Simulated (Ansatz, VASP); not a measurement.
# Cross-check of HfSi between VASP and Ansatz, part 2 of 2

Wanted: the spread between two codes on one cell, functional and k mesh. The cell is generated by rule, not measured, and may not be a known phase. The cell is taken from a series of runs on this material, whose earlier steps may have relaxed, scaled, displaced or heated it; both programs get it as it stands.

VASP 6.6.1 and Ansatz 0.2.0.

So far. Step 3 (VASP: single point, LDA, pair 1): The run ends at a pressure of 0.16 GPa, with forces up to 0.13 eV/Å. Step 5 (Ansatz: single point, LDA, pair 2): The run ends at a pressure of -0.13 GPa, with forces up to 0.25 eV/Å.

### Step 6. VASP: single point, LDA, pair 2

Level of this step: LDA; plane waves and PAW (Hf_pv, Si); invented cell (VASP).

The same cell, functional (in two slightly different forms), mesh and smearing now go to VASP, with its own data sets.

Contents of INCAR:

```
SYSTEM = HfSi
PREC = Accurate
ENCUT = 500
EDIFF = 1E-06
NELM = 120
ISMEAR = 1
SIGMA = 0.15
LREAL = .FALSE.
ALGO = Normal
GGA = PW92
NBANDS = 20
LASPH = .TRUE.
LORBIT = 11
LWAVE = .FALSE.
LCHARG = .FALSE.
ISIF = 2
GGA_COMPAT = .FALSE.
KPAR = 2
```

Contents of POSCAR:

```
HfSi
1.0
   -3.2236273898      0.0000000000      0.0000000000
    0.0000000000     -3.2236273898     -3.2236273898
    0.0000000000     -3.2236273898      3.2236273898
Hf Si
2 2
Direct
    0.0000000000      0.0105242342      0.0000000000
    0.0000000000      0.4894757658      0.5000000000
    0.5000000000      0.9824518979      0.5000000000
    0.5000000000      0.5175481021      0.0000000000
```

Contents of KPOINTS:

```
Automatic mesh
0
Gamma
12 8 8
0 0 0
```

The projector-augmented-wave data sets are Hf_pv and Si (LDA family, release 64).

On the command line:

```console
mpirun -np 2 vasp_std
```

Numbers of over 12 decimals in the logs are rounded to 6 here.

The program printed:

```text
[banner, memory and clock lines left out]
running    2 mpi-ranks, on    1 nodes
[...]
[... a notice as in an earlier step ...]

 LDA part: xc-table for (Slater(with rela. corr.)+PW92), standard interpolation
 POSCAR, INCAR and KPOINTS ok, starting setup
[...]
entering main loop
       N       E                     dE             d eps       ncg     rms          rms(c)
DAV:   1     0.782171934481E+02    0.78217E+02   -0.14152E+04  7008   0.126E+03
DAV:   2    -0.317954552220E+02   -0.11001E+03   -0.10662E+03  8816   0.276E+02
DAV:   3    -0.359492179375E+02   -0.41538E+01   -0.40235E+01  9096   0.362E+01
DAV:   4    -0.360068883299E+02   -0.57670E-01   -0.57432E-01  8360   0.451E+00
[...]
DAV:  11    -0.346150368893E+02    0.23551E-05   -0.65794E-05  8068   0.385E-02    0.653E-02
DAV:  12    -0.346150350840E+02    0.18053E-05   -0.57888E-06  8128   0.145E-02    0.503E-03
DAV:  13    -0.346150351008E+02   -0.16727E-07   -0.46118E-07  4868   0.428E-03
   1 F= -.34615035E+02 E0= -.34614262E+02  d E =-.231800E-02
```

Parts of OUTCAR (step 6):

```text
  Total        0.1599626     -0.0276239     -0.0276239      0.0000000     -0.2524965      0.0000000
  in kB        3.8252912     -0.6605891     -0.6605891      0.0000000     -6.0381150      0.0000000
  external PRESSURE =       0.8347043 kB  Pullay stress =       0.0000000 kB

 POSITION                                       TOTAL-FORCE (eV/Angst)
 -----------------------------------------------------------------------------------
      0.00000     -0.03393     -0.03393         0.000000     -0.173647     -0.173647
      0.00000     -3.18970      0.03393         0.000000      0.173647      0.173647
     -1.61181     -4.77887     -1.55525         0.000000      0.034453      0.034453
     -1.61181     -1.66838     -1.66838         0.000000     -0.034453     -0.034453
 -----------------------------------------------------------------------------------
    total drift:                               -0.000000     -0.000000      0.000000

  FREE ENERGIE OF THE ION-ELECTRON SYSTEM (eV)
  ---------------------------------------------------
  free  energy   TOTEN  =       -34.6150351008 eV

  energy  without entropy=      -34.6127171056  energy(sigma->0) =      -34.61426244

[... 2 parts as in an earlier step ...]

[... 1 further part left out ...]
[key lines of the parts left out:]
E-fermi :   7.5370
```

The run ends at a pressure of 0.08 GPa, with forces up to 0.25 eV/Å.

### Step 7. Comparison

What differs besides the data sets and the points named for the pairs above, as far as they apply: the data sets hold 60 valence electrons in Ansatz (on its default PAW (the set named soft_2) files) and 28 in VASP. Total energies have different zeros and are not compared.

The two programs side by side:

| quantity | Ansatz | VASP | difference |
| --- | --- | --- | --- |
| pressure (GPa) | -0.13 | 0.08 | -0.21 |

Forces (eV/Å; atoms numbered as in POSCAR):

| atom | Ansatz x, y, z | VASP x, y, z |
| --- | --- | --- |
| Hf1 | 0.000, -0.174, -0.174 | 0.000, -0.174, -0.174 |
| Hf2 | 0.000, 0.174, 0.174 | 0.000, 0.174, 0.174 |
| Si3 | 0.000, 0.036, 0.036 | 0.000, 0.034, 0.034 |
| Si4 | 0.000, -0.036, -0.036 | 0.000, -0.034, -0.034 |

The forces differ by 0.7 meV/Å r.m.s., which is 0.7 % of the r.m.s. force of 0.102 eV/Å (both taken over all components).

### Step 8. Ansatz: single point, LDA, pair 3

A single point gives forces, pressure and levels at one fixed geometry, so differences don't come from the geometry; what else differs is listed under the comparison.

The cell is taken from a series of runs on this material, whose earlier steps may have relaxed, scaled, displaced or heated it; both programs get it as it stands.

Contents of input.yaml:

```yaml
crystal:
  lattice:
    - [-3.2236273898, 0.0, 0.0]
    - [0.0, -3.2236273898, -3.2236273898]
    - [0.0, -3.2236273898, 3.2236273898]
  atoms:
    - { symbol: Hf, position: [0.0, 1.0184174098, 0.0] }
    - { symbol: Hf, position: [0.0, 0.4815825902, 0.5] }
    - { symbol: Si, position: [0.5, -0.0307091786, 0.5] }
    - { symbol: Si, position: [0.5, 0.5307091786, 0.0] }
kpoints:
  mp_grid: { grid: [12, 8, 8] }
hamiltonian:
  xc: lda
scf:
  occupations: { method: methfessel_paxton, width: 0.15 }
output:
  forces: true
  stress: true
  eigenvalues: true
```

On the command line:

```console
ansatz run input.yaml --threads 4 --pin off --max-ram 7168MiB --backend cpu --events-out ev --progress --plain --runs-dir out
```

The program printed:

```text
[...]
Crystal: 4 atoms, lattice volume = 66.998 Å³
Basis set: ecut = 420 eV, 1347 PW (Γ)
Bands: 36, of which v1, the nominal top of the filled ones, is band 30 counted from 1 (29 counted from 0)
Symmetry: 8 space group operations
[...]
k-points: 175 of 768
[...]
k-point 0: bands = [... 26 lower, 15.2975, 15.5845, 15.8256, 18.8135, 18.9627, 19.6740, 19.7618, 19.8722, ... 2 higher]
  k-point 1: bands = [... 26 lower, 15.5489, 15.6077, 16.1900, 18.7676, 18.8528, 18.9665, 19.4959, 19.8760, ... 2 higher]
  k-point 2: bands = [... 26 lower, 15.4516, 15.5281, 17.0032, 17.9488, 18.4246, 18.7119, 19.2621, 20.1779, ... 2 higher]
  k-point 174: bands = [... 26 lower, 14.6210, 14.6210, 15.5331, 15.5331, 18.9758, 18.9758, 19.0359, 19.0359, ... 2 higher]
[key lines of the parts left out:]
SCF converged after 7 iterations
Free energy (F): -32172.342308 eV
Fermi energy:    17.576578 eV
P = ⅓ Tr σ = -0.3665 GPa (-3.665 kbar)
```

The run ends at a pressure of -0.37 GPa, with forces up to 0.36 eV/Å.

### Step 9. VASP: single point, LDA, pair 3

The same cell, functional (in two slightly different forms), mesh and smearing now go to VASP, with its own data sets.

INCAR is that of step 6.

Contents of POSCAR:

```
HfSi
1.0
   -3.2236273898      0.0000000000      0.0000000000
    0.0000000000     -3.2236273898     -3.2236273898
    0.0000000000     -3.2236273898      3.2236273898
Hf Si
2 2
Direct
    0.0000000000      0.0184174098      0.0000000000
    0.0000000000      0.4815825902      0.5000000000
    0.5000000000      0.9692908214      0.5000000000
    0.5000000000      0.5307091786      0.0000000000
```

KPOINTS is that of step 6.

On the command line:

```console
mpirun -np 2 vasp_std
```

The program printed:

```text
[... set-up lines as in an earlier step ...]
 entering main loop
       N       E                     dE             d eps       ncg     rms          rms(c)
DAV:   1     0.779066181007E+02    0.77907E+02   -0.14145E+04  7008   0.126E+03
DAV:   2    -0.317335594741E+02   -0.10964E+03   -0.10626E+03  8724   0.275E+02
DAV:   3    -0.359683306932E+02   -0.42348E+01   -0.40960E+01  9176   0.363E+01
DAV:   4    -0.360262014072E+02   -0.57871E-01   -0.57642E-01  8348   0.446E+00
[...]
DAV:  11    -0.346422832443E+02    0.13201E-04   -0.17284E-04  8052   0.613E-02    0.678E-02
DAV:  12    -0.346422802033E+02    0.30410E-05   -0.13448E-05  8144   0.208E-02    0.120E-02
DAV:  13    -0.346422802573E+02   -0.54015E-07   -0.58573E-07  5004   0.515E-03
   1 F= -.34642280E+02 E0= -.34641754E+02  d E =-.157971E-02
```

OUTCAR, selected parts (step 9):

```text
  Total        0.0446139     -0.1190967     -0.1190967      0.0000000     -0.5646657      0.0000000
  in kB        1.0668813     -2.8480389     -2.8480389      0.0000000    -13.5032250      0.0000000
  external PRESSURE =      -1.5430655 kB  Pullay stress =       0.0000000 kB

 POSITION                                       TOTAL-FORCE (eV/Angst)
 -----------------------------------------------------------------------------------
      0.00000     -0.05937     -0.05937         0.000000     -0.253872     -0.253872
      0.00000     -3.16426      0.05937         0.000000      0.253872      0.253872
     -1.61181     -4.73645     -1.51282         0.000000      0.019565      0.019565
     -1.61181     -1.71081     -1.71081         0.000000     -0.019565     -0.019565
 -----------------------------------------------------------------------------------
    total drift:                               -0.000000      0.000000      0.000000

  FREE ENERGIE OF THE ION-ELECTRON SYSTEM (eV)
  ---------------------------------------------------
  free  energy   TOTEN  =       -34.6422802573 eV

  energy  without entropy=      -34.6407005430  energy(sigma->0) =      -34.64175369

[... 2 parts as in an earlier step ...]

[... 1 further part left out ...]
[key lines of the parts left out:]
E-fermi :   7.5427
```

The run ends at a pressure of -0.15 GPa, with forces up to 0.36 eV/Å.

### Step 10. Comparison

What differs besides the data sets and the points named for the pairs above, as far as they apply: the data sets hold 60 valence electrons in Ansatz (on its default PAW (the set named soft_2) files) and 28 in VASP. Total energies have different zeros and are not compared.

Compared:

| quantity | Ansatz | VASP | difference |
| --- | --- | --- | --- |
| pressure (GPa) | -0.37 | -0.15 | -0.21 |

Forces (eV/Å; atoms numbered as in POSCAR):

| atom | Ansatz x, y, z | VASP x, y, z |
| --- | --- | --- |
| Hf1 | 0.000, -0.253, -0.253 | 0.000, -0.254, -0.254 |
| Hf2 | 0.000, 0.253, 0.253 | 0.000, 0.254, 0.254 |
| Si3 | 0.000, 0.022, 0.022 | 0.000, 0.020, 0.020 |
| Si4 | 0.000, -0.022, -0.022 | 0.000, -0.020, -0.020 |

The forces differ by 1.3 meV/Å r.m.s., which is 0.9 % of the r.m.s. force of 0.147 eV/Å (both taken over all components).

### Step 11. Summary of results

```json
{"r.m.s. force difference (single point, LDA, pair 1)": "0.29 meV/Å", "r.m.s. force difference (single point, LDA, pair 2)": "0.7 meV/Å", "r.m.s. force difference (single point, LDA, pair 3)": "1.3 meV/Å"}
```

The r.m.s. force difference is 1.3 meV/Å (single point, LDA, pair 3), within the 12 meV/Å picked in this series as the mark of a large difference. The data sets hold unlike numbers of valence electrons (60 in Ansatz and 28 in VASP), so part of the differences comes from the potentials. 5 further runs of this series are not shown here. Such differences can come from data sets, numerical settings and the points named under the comparisons, not from the functional's error against experiment.

[Lines on the potential files, build, host, timing and source positions are cut from VASP's logs without a mark.]

[Logs are printed without paths, hosts, clocks, repeated set-up lines and the standing remarks that a program may print on its own settings, such as how far it seeks lower states.]

[Hosts, paths, dates, database ids (printed as entryN), source tags and the programs' standing remarks are cut or masked in the printed files.]
